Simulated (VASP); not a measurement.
Method: vdW-DF2, VASP's PBE PAW potentials (set 64) (plane waves; VASP).

VASP input:

**POSCAR**
```
MnS
1
    5.3656611121     2.6741889804     2.6741889804
    2.6741889804     5.3656611121     2.6741889804
    2.6741889804     2.6741889804     5.3656611121
Mn S
2 2
Direct
  0.0000000000   0.0000000000   0.0000000000
  0.5000000000   0.5000000000   0.5000000000
  0.2500000000   0.2500000000   0.2500000000
  0.7500000000   0.7500000000   0.7500000000
```

KPOINTS:
```
Regular mesh
0
gamma
 7 7 7
```

**INCAR**
```
SYSTEM = MnS
PREC = Accurate
ENCUT = 520
EDIFF = 1E-7
NELM = 100
ALGO = Normal
LREAL = .FALSE.
LASPH = .TRUE.
ISMEAR = 0
SIGMA = 0.05
GGA = ML
ZAB_VDW = -1.8867
LUSE_VDW = .TRUE.
AGGAC = 0.0
LMAXMIX = 4
ISPIN = 2
MAGMOM = 4.2 -4.2 0.0 0.0
LORBIT = 10
LWAVE = .FALSE.
LCHARG = .FALSE.
ISIF = 4
IBRION = 2
NSW = 30
EDIFFG = -0.01
```

POTCAR, in this order: Mn_pv S (PBE.64 set). Program: vasp_std.

What VASP printed:

OSZICAR:
```
       N       E                     dE             d eps       ncg     rms          rms(c)
DAV:   1     0.376506831914E+03    0.37651E+03   -0.21591E+04  4432   0.174E+03
DAV:   2     0.171973438287E+02   -0.35931E+03   -0.35449E+03  4104   0.461E+02
DAV:   3    -0.181622098801E+02   -0.35360E+02   -0.34637E+02  6078   0.128E+02
DAV:   4    -0.193342147565E+02   -0.11720E+01   -0.11642E+01  4699   0.221E+01
DAV:   5    -0.193645689631E+02   -0.30354E-01   -0.30343E-01  5111   0.400E+00    0.133E+01
DAV:   6    -0.167933669319E+02    0.25712E+01   -0.26317E+01  5583   0.427E+01    0.131E+01
DAV:   7    -0.167742648788E+02    0.19102E-01   -0.23792E+00  4988   0.178E+01    0.730E+00
DAV:   8    -0.167918518923E+02   -0.17587E-01   -0.19865E-01  5171   0.374E+00    0.384E+00
DAV:   9    -0.167926936663E+02   -0.84177E-03   -0.52986E-02  5274   0.220E+00    0.552E-01
DAV:  10    -0.167940494269E+02   -0.13558E-02   -0.80034E-03  4916   0.972E-01    0.199E-01
DAV:  11    -0.167944446748E+02   -0.39525E-03   -0.16002E-03  4957   0.239E-01    0.109E-01
DAV:  12    -0.167945850509E+02   -0.14038E-03   -0.17117E-04  4573   0.140E-01    0.848E-02
DAV:  13    -0.167946476710E+02   -0.62620E-04   -0.45715E-05  5105   0.598E-02    0.464E-02
DAV:  14    -0.167947087896E+02   -0.61119E-04   -0.58605E-05  4230   0.697E-02    0.130E-02
DAV:  15    -0.167947009281E+02    0.78615E-05   -0.33054E-06  5121   0.199E-02    0.453E-03
DAV:  16    -0.167947016062E+02   -0.67812E-06   -0.67051E-07  4919   0.512E-03    0.325E-03
DAV:  17    -0.167947027069E+02   -0.11007E-05   -0.17208E-07  3045   0.481E-03    0.118E-03
DAV:  18    -0.167947028878E+02   -0.18095E-06   -0.21877E-08  2507   0.160E-03    0.483E-04
DAV:  19    -0.167947029627E+02   -0.74873E-07   -0.18134E-08  2395   0.705E-04
   1 F= -.16794703E+02 E0= -.16794703E+02  d E =-.167947E+02  mag=     0.0000
```

### OUTCAR
```
------------------------ aborting loop because EDIFF is reached ----------------------------------------
  FORCE on cell =-STRESS in cart. coord.  units (eV):
  Direction    XX          YY          ZZ          XY          YZ          ZX
  --------------------------------------------------------------------------------------
  Total       -1.6770685     -1.6770685     -1.6770685      0.0002380      0.0002380      0.0002380
  in kB      -34.6201059    -34.6201059    -34.6201059      0.0049129      0.0049129      0.0049129
  external PRESSURE =     -34.6201059 kB  Pullay stress =       0.0000000 kB
  volume of cell :       77.61
      direct lattice vectors                 reciprocal lattice vectors
     5.365661112  2.674188980  2.674188980     0.278807748 -0.092736133 -0.092736133
     2.674188980  5.365661112  2.674188980    -0.092736133  0.278807748 -0.092736133
     2.674188980  2.674188980  5.365661112    -0.092736133 -0.092736133  0.278807748
 POSITION                                       TOTAL-FORCE (eV/Angst)
 -----------------------------------------------------------------------------------
      0.00000      0.00000      0.00000         0.000000      0.000000     -0.000000
      5.35702      5.35702      5.35702        -0.000000     -0.000000      0.000000
      2.67851      2.67851      2.67851         0.000000      0.000000     -0.000000
      8.03553      8.03553      8.03553        -0.000000     -0.000000      0.000000
 -----------------------------------------------------------------------------------
    total drift:                               -0.000000     -0.000000     -0.000000
  FREE ENERGIE OF THE ION-ELECTRON SYSTEM (eV)
  ---------------------------------------------------
  free  energy   TOTEN  =       -16.7947029627 eV

  energy  without entropy=      -16.7947029627  energy(sigma->0) =      -16.79470296

 total charge

# of ion       s       p       d       tot
------------------------------------------
    1        0.204   6.128   4.973  11.304
    2        0.204   6.128   4.973  11.304
    3        1.347   2.421   0.000   3.768
    4        1.347   2.421   0.000   3.768
--------------------------------------------------
tot          3.102  17.098   9.945  30.145

 magnetization (x)

# of ion       s       p       d       tot
------------------------------------------
    1        0.022   0.008   4.191   4.221
    2       -0.022  -0.008  -4.191  -4.221
    3        0.000   0.000   0.000   0.000
    4        0.000   0.000   0.000   0.000
--------------------------------------------------
tot         -0.000   0.000   0.000   0.000

 reached required accuracy - stopping structural energy minimisation
```
(Selected blocks of OUTCAR.)

### OUTCAR
```
 val. band max:        4.9975512786   @ k =   0.4286   0.4286   0.4286

 cond. band min:       5.9944603524   @ k =   0.4286  -0.0000  -0.0000


 Fermi energy:         5.2231147543

 spin component 1

 k-point     1 :       0.0000    0.0000    0.0000
  band No.  band energies     occupation
      1     -45.0124      1.00000
      2     -45.0076      1.00000
      3     -45.0076      1.00000
      4     -40.7411      1.00000
      5     -40.7411      1.00000
      6     -40.7329      1.00000
      7      -8.2095      1.00000
      8      -7.1739      1.00000
      9      -0.3618      1.00000
     10       1.5910      1.00000
     11       1.5910      1.00000
     12       2.6928      1.00000
     13       2.6928      1.00000
     14       2.8563      1.00000
     15       3.9183      1.00000
     16       3.9183      1.00000
     17       3.9592      1.00000
     18       4.0131      1.00000
     19       4.0131      1.00000
     20       6.2674      0.00000
     21       6.2674      0.00000
     22       6.3612      0.00000
     23       7.3402      0.00000

 k-point     2 :       0.1429   -0.0000   -0.0000
  band No.  band energies     occupation
      1     -45.0123      1.00000
      2     -45.0083      1.00000
      3     -45.0078      1.00000
      4     -40.7421      1.00000
      5     -40.7414      1.00000
      6     -40.7327      1.00000
      7      -8.0620      1.00000
      8      -7.1389      1.00000
      9      -0.1203      1.00000
     10       1.4822      1.00000
     11       1.6257      1.00000
     12       2.3237      1.00000
     13       2.5805      1.00000
     14       2.7939      1.00000
     15       3.0243      1.00000
     16       3.4958      1.00000
     17       3.6628      1.00000
     18       4.2014      1.00000
     19       4.5704      1.00000
     20       6.2382      0.00000
     21       6.3843      0.00000
     22       6.4150      0.00000
     23       6.9399      0.00000
...
```

The compound is MnS in the rock salt, AFM-II order structure. This cell is one point of a volume scan, at 1.06 of the reference volume.
